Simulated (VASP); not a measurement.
Consider the following.

```
CELL_PARAMETERS angstrom
      1.90500    -3.29956     0.00000
      1.90500     3.29956     0.00000
      0.00000     0.00000     6.14000
ATOMIC_POSITIONS crystal
  Sn 0.00000 0.00000 0.00000
  Se 0.33333 0.66667 0.25000
  Se 0.66667 0.33333 0.75000
```

Method: PBE GGA, VASP's PBE PAW potentials (set 64) (plane waves; VASP). Numerical set-up: 400 eV cut-off, 5×5×3 Γ-centred mesh, Gaussian smearing of 0.050 eV, potentials Sn_d Se.

Problem. Estimate the energy per atom (σ→0), pressure, largest force.

Solution. 
```yaml
energy per atom (σ→0): -3.907 eV/atom
pressure: 5.46 GPa
largest_force: 0.687 eV/Å
```

Total energies compare only between runs with the same potentials, cut-off and functional.

The compound is SnSe2 in the 1T layered structure. The cell was not relaxed at this level.
